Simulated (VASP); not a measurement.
# AlN: structure and properties in VASP, part 2 of 5

What structure does AlN take at this level, and what are its properties? The start is a cell from a database of measured crystal structures.

VASP 6.6.1; r2SCAN; plane waves and PAW (Al, N).

So far, gap on the k-mesh (eV): step 2 (relaxing cell and atoms (r2SCAN)) 4.94.

The database entry behind the starting cell differs from later determinations by our own check (inner coordinate u about 0.002 short), so it need not match the best structure at ambient conditions.

### Step 3. Single point with fields (r2SCAN)

The relaxed cell gets a fresh self-consistent run, on a basis set for its own volume, to fix the density and to check the remaining stress.

Input file INCAR:

```
SYSTEM = AlN
PREC = Accurate
ENCUT = 520
EDIFF = 1E-06
NELM = 100
ISMEAR = 0
SIGMA = 0.05
LREAL = .FALSE.
ALGO = Normal
METAGGA = R2SCAN
LASPH = .TRUE.
NBANDS = 14
LORBIT = 11
LWAVE = .FALSE.
LCHARG = .TRUE.
ISIF = 2
LELF = .TRUE.
LVHAR = .TRUE.
```

Input file POSCAR:

```
AlN
1.0
    3.1043381946      0.0000000000      0.0000000000
   -1.5521690973      2.6884357385      0.0000000000
    0.0000000000      0.0000000000      4.9776211759
Al N
2 2
Direct
    0.3333333333      0.6666666667      0.9992580854
    0.6666666667      0.3333333333      0.4992580854
    0.3333333333      0.6666666667      0.3807419146
    0.6666666667      0.3333333333      0.8807419146
```

Input file KPOINTS:

```
Automatic mesh
0
Gamma
8 8 5
0 0 0
```

The projector-augmented-wave data sets are Al and N (PBE family, release 64).

Started as:

```
> mpirun -np 4 vasp_std
```

Output:

```text
[banner, memory and clock lines left out]
running    4 mpi-ranks, on    1 nodes
 distrk:  each k-point on    4 cores,    1 groups
 distr:  one band on    1 cores,    4 groups

 POSCAR found type information on POSCAR AlN
 POSCAR found :  2 types and       4 ions
 [... a notice as in an earlier step ...]

 LDA part: xc-table for (None), standard interpolation
|                                                                             |
|           W    W    AA    RRRRR   N    N  II  N    N   GGGG   !!!           |
|           W    W   A  A   R    R  NN   N  II  NN   N  G    G  !!!           |
|           W    W  A    A  R    R  N N  N  II  N N  N  G       !!!           |
|           W WW W  AAAAAA  RRRRR   N  N N  II  N  N N  G  GGG   !            |
|           WW  WW  A    A  R   R   N   NN  II  N   NN  G    G                |
|           W    W  A    A  R    R  N    N  II  N    N   GGGG   !!!           |
|                                                                             |
|     The number of bands has been changed from the values supplied in        |
|     The orbitals not found in the WAVECAR file will be initialized with     |
|     random numbers, which is usually adequate. For correlated               |
|     calculations, however, you should redo the groundstate calculation.     |
|     I found NBANDS = 14. Now, NBANDS = 16.                                  |
|                                                                             |

 POSCAR, INCAR and KPOINTS ok, starting setup
 FFT: planning ... GRIDC
 FFT: planning ... GRID_SOFT
 FFT: planning ... GRID
 WAVECAR not read
 entering main loop
       N       E                     dE             d eps       ncg     rms          rms(c)
DAV:   1     0.300266985314E+02    0.30027E+02   -0.76105E+03   960   0.930E+02
DAV:   2    -0.435902657593E+02   -0.73617E+02   -0.68069E+02  1328   0.195E+02
DAV:   3    -0.470976622636E+02   -0.35074E+01   -0.34983E+01  1216   0.432E+01
DAV:   4    -0.471203242860E+02   -0.22662E-01   -0.22661E-01  1216   0.395E+00
DAV:   5    -0.471206448134E+02   -0.32053E-03   -0.32053E-03  1208   0.473E-01    0.126E+01
DAV:   6    -0.381429574857E+02    0.89777E+01   -0.82212E+00  1112   0.204E+01    0.517E+00
DAV:   7    -0.384153897308E+02   -0.27243E+00   -0.12255E+00  1208   0.732E+00    0.338E+00
DAV:   8    -0.384644611687E+02   -0.49071E-01   -0.68891E-02   992   0.267E+00    0.890E-01
DAV:   9    -0.384559787075E+02    0.84825E-02   -0.18770E-02  1240   0.111E+00    0.210E-01
DAV:  10    -0.384564939477E+02   -0.51524E-03   -0.21026E-03  1160   0.309E-01    0.956E-02
DAV:  11    -0.384564219493E+02    0.71998E-04   -0.10544E-04  1256   0.831E-02    0.249E-02
DAV:  12    -0.384564229854E+02   -0.10361E-05   -0.61363E-06  1128   0.189E-02    0.184E-02
DAV:  13    -0.384564176386E+02    0.53468E-05   -0.58583E-06  1136   0.199E-02    0.991E-03
DAV:  14    -0.384564160303E+02    0.16083E-05   -0.44237E-07   592   0.608E-03    0.405E-03
DAV:  15    -0.384564158698E+02    0.16051E-06   -0.29389E-08   528   0.209E-03
   1 F= -.38456416E+02 E0= -.38456416E+02  d E =-.187891E-19
```

Run time: 12 s. Hardware: 4 MPI ranks of Intel Xeon 6975P-C (Granite Rapids), shared host; peak memory 0.47 GiB; 45 s of CPU time.

OUTCAR, selected parts (step 3):

```text
  LATTYP: Found a hexagonal cell.
 ALAT       =     3.1043381946
 C/A-ratio  =     1.6034403676

 Found     30 irreducible k-points:

   k-points           NKPTS =     30   k-points in BZ     NKDIM =     30   number of bands    NBANDS=     16

   ENCUT  =  520.0 eV  38.22 Ry    6.18 a.u.   5.77  5.77  9.26*2*pi/ulx,y,z

   NELECT =      16.0000    total number of electrons

 E-fermi :   6.2304

 k-point     1 :       0.0000    0.0000    0.0000
  band No.  band energies     occupation
    ...
      4       5.0523      2.00000
      5       5.0523      2.00000
      6       5.7117      2.00000
      7       5.7117      2.00000
      8       5.9301      2.00000
      9      10.8697      0.00000
     10      13.4951      0.00000
     11      17.5608      0.00000
     12      17.9975      0.00000
     13      17.9975      0.00000
    ...

 k-point     2 :       0.1250    0.0000    0.0000
  band No.  band energies     occupation
    ...
      4       4.1848      2.00000
      5       4.8047      2.00000
      6       4.8980      2.00000
      7       5.6741      2.00000
      8       5.8379      2.00000
      9      11.7009      0.00000
     10      14.2419      0.00000
     11      16.6076      0.00000
     12      16.9209      0.00000
     13      18.5993      0.00000
    ...

  Total        0.0102799      0.0102799     -0.0332501      0.0000000      0.0000000      0.0000000
  in kB        0.3964675      0.3964675     -1.2823684      0.0000000      0.0000000      0.0000000
  external PRESSURE =      -0.1631445 kB  Pullay stress =       0.0000000 kB

  energy-cutoff  :      520.00
  volume of cell :       41.54
      direct lattice vectors                 reciprocal lattice vectors
     3.104338195  0.000000000  0.000000000     0.322129851  0.185981756  0.000000000
    -1.552169097  2.688435738  0.000000000     0.000000000  0.371963512  0.000000000
     0.000000000  0.000000000  4.977621176     0.000000000  0.000000000  0.200899177

 POSITION                                       TOTAL-FORCE (eV/Angst)
 -----------------------------------------------------------------------------------
     -0.00000      1.79229      4.97393         0.000000      0.000000     -0.004217
      1.55217      0.89615      2.48512        -0.000000     -0.000000     -0.004217
     -0.00000      1.79229      1.89519        -0.000000      0.000000      0.004217
      1.55217      0.89615      4.38400        -0.000000      0.000000      0.004217
 -----------------------------------------------------------------------------------
    total drift:                               -0.000000     -0.000000     -0.024999

  FREE ENERGIE OF THE ION-ELECTRON SYSTEM (eV)
  ---------------------------------------------------
  free  energy   TOTEN  =       -38.4564158698 eV

  energy  without entropy=      -38.4564158698  energy(sigma->0) =      -38.45641587

[... 6 parts as in an earlier step ...]

[... 5 further parts left out ...]
```

Numbers from this step:

```
SCF cycles   : 15
bands        : 16
Fermi energy : 6.230 eV
pressure     : -0.01631 GPa
```

Valence electrons inside each PAW sphere by angular momentum. Sphere charges, by row:

| atom | s (e) | p (e) | d (e) | tot (e) |
| --- | --- | --- | --- | --- |
| Al1 | 0.368 | 0.451 | 0 | 0.818 |
| Al2 | 0.368 | 0.451 | 0 | 0.818 |
| N3 | 1.23 | 2.675 | 0 | 3.905 |
| N4 | 1.23 | 2.675 | 0 | 3.905 |

Electrostatic potential energy in the ac plane at fractional y = 0.333, with atoms of Al and N within 0.2 Å of it. With pseudopotentials it is smooth inside the atoms' cores, unlike the true potential.

Values in eV, 22 rows by 16 columns, each cell a mean:
```
 -3  -5  -7  -8  -6  -4  -2  -2 -13 -35 -46 -47 -41 -20  -4  -2
 -2  -3  -4  -5  -4  -2  -2  -5 -28 -48 -42 -39 -49 -38  -9  -1
  0  -1  -2  -2  -1   0   0  -5 -30 -48 -38 -34 -48 -39 -10   0
  2   1   1   1   1   2   1  -1 -18 -41 -45 -45 -45 -26  -4   1
  3   3   2   2   3   3   2   1  -5 -17 -28 -30 -22  -8   0   2
  3   3   3   3   3   3   3   1  -1  -4  -7  -8  -5  -2   1   2
  2   3   3   3   3   2   1  -1  -3  -5  -7  -7  -5  -3  -1   1
  0   2   3   3   2   1  -2  -5 -10 -18 -24 -25 -21 -13  -6  -3
 -2   1   2   3   2  -1  -4 -11 -27 -45 -56 -57 -50 -32 -15  -6
 -3   0   2   2   1  -2  -6 -20 -43 -67 -72 -72 -71 -52 -26  -9
 -3   0   2   2   1  -2  -7 -23 -51 -72 -72 -72 -72 -61 -31 -11
 -3   0   2   2   1  -2  -6 -20 -45 -68 -72 -72 -72 -54 -27  -9
 -2   1   1   1   1  -1  -4 -12 -29 -49 -59 -61 -54 -35 -16  -6
  0   1   2   2   1   1  -2  -5 -13 -23 -31 -32 -26 -16  -7  -3
  2   2   2   2   2   2   1  -1  -4  -7 -10 -10  -8  -5  -2   0
  3   3   3   3   3   3   2   1   0  -2  -3  -3  -2  -1   1   2
  3   3   3   3   3   3   3   2   2   1   1   1   1   2   2   3
  2   1   1   1   1   2   2   3   3   3   3   3   3   3   3   2
  0  -1  -2  -2  -1   0   1   2   3   3   3   3   3   3   2   1
 -2  -4  -5  -5  -4  -2   0   1   3   3   3   3   3   3   2   0
 -3  -5  -7  -8  -7  -4  -2   1   1   1   1   1   1   1   1  -1
 -3  -6  -9 -10  -8  -5  -2  -1  -1  -6 -14 -15  -9  -2  -1  -1
```
Columns run along a (3.1 Å; values clipped at the 3rd and 97th percentile), rows up along c (5.0 Å). Atoms in or near the plane, at fractional coordinates: Al at (0.67, 0.50), N at (0.67, 0.88).

Valence density in the ac plane at fractional y = 0.333, with atoms of Al and N within 0.2 Å of it. It is the smooth field of the valence electrons, not physical close to the nuclei.

Ten even steps from '0' (0.0 e/Å³) to '9' (3.7 e/Å³):
```
0000001235776421
1000001258999631
1000001359999632
0000001258998631
0000001235776421
0000000123443210
0000000012222110
0000000001111100
0000000000000000
0000000000000000
0000000000000000
0000000000000000
0011100000000000
1111110000000000
1111111000000000
1111110000000000
0111100000000000
0000000000000000
0000000000000000
0000000000000000
0000000000000000
0000000000000000
0000000000000000
0000000011121110
0000001123443211
```
Columns run along a (3.1 Å), rows up along c (5.0 Å). Atoms in or near the plane, at fractional coordinates: Al at (0.67, 0.50), N at (0.67, 0.88).

ELF in the ac plane at fractional y = 0.333, with atoms of Al and N within 0.2 Å of it. It is the smooth field of the valence electrons, not physical close to the nuclei.

Ten even steps from '_' (0.00) to '@' (0.88):
```
%%++::..--##@@@@@@%%####%%@@@@@@
%%++::..==##@@@@@@##==--**%%@@@@
%%++::..==##@@@@%%**....==%%@@@@
##==....--**%%@@%%##==--**%%@@%%
**--....::++##%%@@%%%%%%%%@@@@%%
++::..__..==**%%@@@@@@@@@@@@%%##
--..____..::++##%%@@@@@@@@@@%%**
::..______..--++##@@@@@@@@%%**==
..............--==##%%%%##++--::
..::::::::::......::----::......
--==++++++==--..______________::
**########**++--____________::==
%%%%%%%%%%%%##++::________..==**
%%%%%%%%%%%%##++--..______..++##
%%%%%%%%%%%%##**--..______::++##
##%%%%%%%%####++--..______::++##
############**++--..____..::==**
++**####****++--::..____....--==
==++****++==--::..________....--
::--======--::..____________....
..::::--::......................
..............::::----------::..
::....__..::--++************++==
++::....::==**##%%%%%%%%%%%%%%##
##==....--**%%@@@@@@%%%%@@@@@@%%
```
Columns run along a (3.1 Å), rows up along c (5.0 Å). Atoms in or near the plane, at fractional coordinates: Al at (0.67, 0.50), N at (0.67, 0.88).

In this run the pressure is -0.02 GPa, small enough to go on.

### Step 4. Band structure (r2SCAN)

Levels along the symmetry lines show where the bands peak and cross; KPOINTS_OPT computes them in the converged potential.

Input file INCAR:

```
SYSTEM = AlN
PREC = Accurate
ENCUT = 520
EDIFF = 1E-06
NELM = 100
ISMEAR = 0
SIGMA = 0.05
LREAL = .FALSE.
ALGO = Normal
METAGGA = R2SCAN
LASPH = .TRUE.
NBANDS = 22
LORBIT = 11
LWAVE = .FALSE.
LCHARG = .FALSE.
KPAR = 4
```

POSCAR is that of step 3.

KPOINTS is that of step 3.

Input file KPOINTS_OPT:

```
Line mode
16
Line-mode
Reciprocal
  0.00000000   0.00000000   0.00000000 GAMMA
  0.50000000   0.00000000   0.00000000 M

  0.50000000   0.00000000   0.00000000 M
  0.33333333   0.33333333   0.00000000 K

  0.33333333   0.33333333   0.00000000 K
  0.00000000   0.00000000   0.00000000 GAMMA

  0.00000000   0.00000000   0.00000000 GAMMA
  0.00000000   0.00000000   0.50000000 A

  0.00000000   0.00000000   0.50000000 A
  0.50000000   0.00000000   0.50000000 L

  0.50000000   0.00000000   0.50000000 L
  0.33333333   0.33333333   0.50000000 H

  0.33333333   0.33333333   0.50000000 H
  0.00000000   0.00000000   0.50000000 A

  0.50000000   0.00000000   0.50000000 L
  0.50000000   0.00000000   0.00000000 M

  0.33333333   0.33333333   0.00000000 K
  0.33333333   0.33333333   0.50000000 H
```

Started as:

```
> mpirun -np 4 vasp_std
```

Output:

```text
[banner, memory and clock lines left out]
running    4 mpi-ranks, on    1 nodes
 distrk:  each k-point on    1 cores,    4 groups
 distr:  one band on    1 cores,    1 groups

 POSCAR found type information on POSCAR AlN
 POSCAR found :  2 types and       4 ions
 [... a notice as in an earlier step ...]

 LDA part: xc-table for (None), standard interpolation
 POSCAR, INCAR and KPOINTS ok, starting setup
 FFT: planning ... GRIDC
 FFT: planning ... GRID_SOFT
 FFT: planning ... GRID
 WAVECAR not read
 entering main loop
       N       E                     dE             d eps       ncg     rms          rms(c)
DAV:   1     0.259429533502E+02    0.25943E+02   -0.71277E+03  1320   0.676E+02
DAV:   2    -0.441538989558E+02   -0.70097E+02   -0.65456E+02  1668   0.163E+02
DAV:   3    -0.471014271152E+02   -0.29475E+01   -0.29303E+01  1666   0.309E+01
DAV:   4    -0.471203660428E+02   -0.18939E-01   -0.18937E-01  1512   0.271E+00
DAV:   5    -0.471206461962E+02   -0.28015E-03   -0.28015E-03  1662   0.337E-01    0.126E+01
DAV:   6    -0.381428122877E+02    0.89778E+01   -0.56432E+00  1566   0.148E+01    0.511E+00
DAV:   7    -0.384176145072E+02   -0.27480E+00   -0.11064E+00  1602   0.549E+00    0.339E+00
DAV:   8    -0.384644534492E+02   -0.46839E-01   -0.58287E-02  1362   0.195E+00    0.994E-01
DAV:   9    -0.384559616833E+02    0.84918E-02   -0.12939E-02  1640   0.819E-01    0.204E-01
DAV:  10    -0.384564575602E+02   -0.49588E-03   -0.16886E-03  1494   0.223E-01    0.788E-02
DAV:  11    -0.384564189821E+02    0.38578E-04   -0.37378E-05  1662   0.432E-02    0.252E-02
DAV:  12    -0.384564243016E+02   -0.53195E-05   -0.29294E-06  1488   0.105E-02    0.323E-02
DAV:  13    -0.384564171784E+02    0.71232E-05   -0.51289E-06  1524   0.163E-02    0.876E-03
DAV:  14    -0.384564160528E+02    0.11256E-05   -0.51872E-07   786   0.459E-03    0.631E-03
DAV:  15    -0.384564160517E+02    0.11360E-08   -0.79223E-08   804   0.233E-03
   1 F= -.38456416E+02 E0= -.38456416E+02  d E =-.199235E-14
 Start KPOINTS_OPT (optional k-point list driver)
k-point batch [1-30\144]
       N       E                     dE             ncg
DAV:   1     0.217365453544E+04   -0.12499E+05     1320
DAV:   2     0.298470725462E+03   -0.18752E+04     1668
DAV:   3     0.219321878613E+03   -0.79149E+02     1658
DAV:   4     0.218759254748E+03   -0.56262E+00     1536
DAV:   5     0.218749551490E+03   -0.97033E-02     1626
DAV:   6     0.218749323221E+03   -0.22827E-03     1524
DAV:   7     0.218749317113E+03   -0.61071E-05     1620
DAV:   8     0.218749316967E+03   -0.14639E-06     1152
[...]
k-point batch [121-144\144]
       N       E                     dE             ncg
DAV:   1     0.566655580608E+04   -0.15154E+05     1056
DAV:   2     0.425226080982E+04   -0.14143E+04     1358
DAV:   3     0.419731835076E+04   -0.54942E+02     1326
DAV:   4     0.419691355973E+04   -0.40479E+00     1250
DAV:   5     0.419690624165E+04   -0.73181E-02     1308
DAV:   6     0.419690606893E+04   -0.17272E-03     1230
DAV:   7     0.419690606436E+04   -0.45711E-05     1314
DAV:   8     0.419690606425E+04   -0.10588E-06      922
```

Elapsed: 35 s, on 4 MPI ranks; peak memory 0.68 GiB; 2.3 min of CPU time.

Parts of OUTCAR (step 4):

```text
 Found     30 irreducible k-points:

   k-points           NKPTS =     30   k-points in BZ     NKDIM =     30   number of bands    NBANDS=     22

   NELECT =      16.0000    total number of electrons

 E-fermi :   6.1775

 k-point     1 :       0.0000    0.0000    0.0000
  band No.  band energies     occupation
    ...
      4       5.0522      2.00000
      5       5.0522      2.00000
      6       5.7116      2.00000
      7       5.7116      2.00000
      8       5.9300      2.00000
      9      10.8697      0.00000
     10      13.4951      0.00000
     11      17.5607      0.00000
     12      17.9976      0.00000
     13      17.9976      0.00000
    ...

 k-point     2 :       0.1250    0.0000    0.0000
  band No.  band energies     occupation
    ...
      4       4.1847      2.00000
      5       4.8046      2.00000
      6       4.8979      2.00000
      7       5.6740      2.00000
      8       5.8378      2.00000
      9      11.7009      0.00000
     10      14.2419      0.00000
     11      16.6076      0.00000
     12      16.9209      0.00000
     13      18.5993      0.00000
    ...

  Total        0.0123674      0.0123674     -0.0311927      0.0000000      0.0000000      0.0000000
  in kB        0.4769790      0.4769790     -1.2030199      0.0000000      0.0000000      0.0000000
  external PRESSURE =      -0.0830206 kB  Pullay stress =       0.0000000 kB

 POSITION                                       TOTAL-FORCE (eV/Angst)
 -----------------------------------------------------------------------------------
     -0.00000      1.79229      4.97393        -0.000000      0.000000     -0.004236
      1.55217      0.89615      2.48512         0.000000      0.000000     -0.004236
     -0.00000      1.79229      1.89519         0.000000      0.000000      0.004236
      1.55217      0.89615      4.38400         0.000000      0.000000      0.004236
 -----------------------------------------------------------------------------------
    total drift:                               -0.000000     -0.000000     -0.024958

  FREE ENERGIE OF THE ION-ELECTRON SYSTEM (eV)
  ---------------------------------------------------
  free  energy   TOTEN  =       -38.4564160517 eV

  energy  without entropy=      -38.4564160517  energy(sigma->0) =      -38.45641605

[... 9 parts as in an earlier step ...]

[... 5 further parts left out ...]
```

This step gave:

* bands: 22
* Fermi energy: 6.178 eV
* pressure: -0.008302 GPa
* least gap on mesh and path: 4.940 eV
* least direct gap on mesh and path: 4.940 eV

The electronic bands at the labelled points (eV, zero at the valence-band top; v1 is the highest filled band, c1 the lowest empty one):

| point | v4 | v3 | v2 | v1 | c1 | c2 | c3 | c4 |
| --- | --- | --- | --- | --- | --- | --- | --- | --- |
| Γ | -0.88 | -0.22 | -0.22 | 0.00 | 4.94 | 7.57 | 11.63 | 12.07 |
| 0.53 of the way | -2.67 | -1.66 | -0.51 | -0.45 | 7.03 | 8.22 | 8.83 | 11.18 |
| M | -3.39 | -2.13 | -1.77 | -0.70 | 6.45 | 6.58 | 9.07 | 11.28 |
| 0.53 of the way | -3.13 | -3.08 | -1.90 | -1.64 | 6.12 | 8.05 | 9.83 | 11.01 |
| K | -3.80 | -2.52 | -2.41 | -2.41 | 5.69 | 9.17 | 10.59 | 10.59 |
| 0.53 of the way | -3.20 | -1.58 | -0.82 | -0.51 | 7.42 | 8.49 | 9.46 | 9.93 |
| Γ | -0.88 | -0.22 | -0.22 | 0.00 | 4.94 | 7.57 | 11.63 | 12.07 |
| 0.47 of the way | -0.80 | -0.80 | -0.31 | -0.31 | 5.81 | 7.66 | 11.31 | 12.02 |
| A | -0.56 | -0.56 | -0.56 | -0.56 | 7.28 | 7.28 | 11.33 | 11.33 |
| 0.47 of the way | -1.60 | -1.60 | -1.01 | -1.01 | 7.41 | 7.41 | 10.40 | 10.40 |
| L | -1.49 | -1.49 | -1.39 | -1.39 | 6.01 | 6.01 | 10.16 | 10.16 |
| 0.47 of the way | -2.68 | -2.68 | -0.97 | -0.97 | 6.78 | 6.78 | 10.15 | 10.15 |
| H | -3.92 | -3.92 | -0.81 | -0.81 | 8.16 | 8.16 | 8.66 | 8.66 |
| 0.47 of the way | -1.99 | -1.99 | -1.23 | -1.23 | 7.40 | 7.40 | 10.45 | 10.45 |
| A | -0.56 | -0.56 | -0.56 | -0.56 | 7.28 | 7.28 | 11.33 | 11.33 |
| jump to L | -1.49 | -1.49 | -1.39 | -1.39 | 6.01 | 6.01 | 10.16 | 10.16 |
| 0.47 of the way | -2.52 | -1.93 | -1.18 | -0.99 | 5.71 | 6.64 | 10.17 | 10.47 |
| M | -3.39 | -2.13 | -1.77 | -0.70 | 6.45 | 6.58 | 9.07 | 11.28 |
| jump to K | -3.80 | -2.52 | -2.41 | -2.41 | 5.69 | 9.17 | 10.59 | 10.59 |
| 0.47 of the way | -4.41 | -2.95 | -1.57 | -1.57 | 6.45 | 9.04 | 9.61 | 9.61 |
| H | -3.92 | -3.92 | -0.81 | -0.81 | 8.16 | 8.16 | 8.66 | 8.66 |

Of the projections kept (Al, N), the largest for each band there; the rest of the weight can lie on other orbitals:

| point | v4 | v3 | v2 | v1 | c1 | c2 | c3 | c4 |
| --- | --- | --- | --- | --- | --- | --- | --- | --- |
| Γ | N 0.89 | N 0.97 | N 0.97 | N 0.97 | N 0.73 | Al 0.66 | N 0.92 | Al 0.98 |
| M | N 0.73 | N 0.80 | N 0.82 | N 0.90 | N 0.67 | Al 0.77 | N 0.51 | N 0.91 |
| K | N 0.67 | N 0.84 | N 0.78 | N 0.78 | Al 0.93 | N 0.99 | N 0.84 | N 0.84 |
| Γ | N 0.89 | N 0.97 | N 0.97 | N 0.97 | N 0.73 | Al 0.66 | N 0.92 | Al 0.98 |
| A | N 0.93 | N 0.93 | N 0.93 | N 0.93 | N 0.70 | N 0.70 | Al 0.60 | Al 0.60 |
| L | N 0.84 | N 0.84 | N 0.87 | N 0.87 | Al 0.57 | Al 0.57 | Al 0.87 | Al 0.87 |

The path finds the gap of the mesh within 0.02 eV, so the mesh comes close to both band edges.

(Continued in part 3 of 5.)

[Lines on the potential files, build, host, timing and source positions are cut from VASP's logs without a mark.]

[Logs are printed without paths, hosts, clocks, repeated set-up lines and the standing remarks that a program may print on its own settings, such as how far it seeks lower states.]

[Hosts, paths, dates, database ids (printed as entryN), source tags and the programs' standing remarks are cut or masked in the printed files.]

[A measured line is paired with the nearest computed mode of its activity, which favours agreement.]
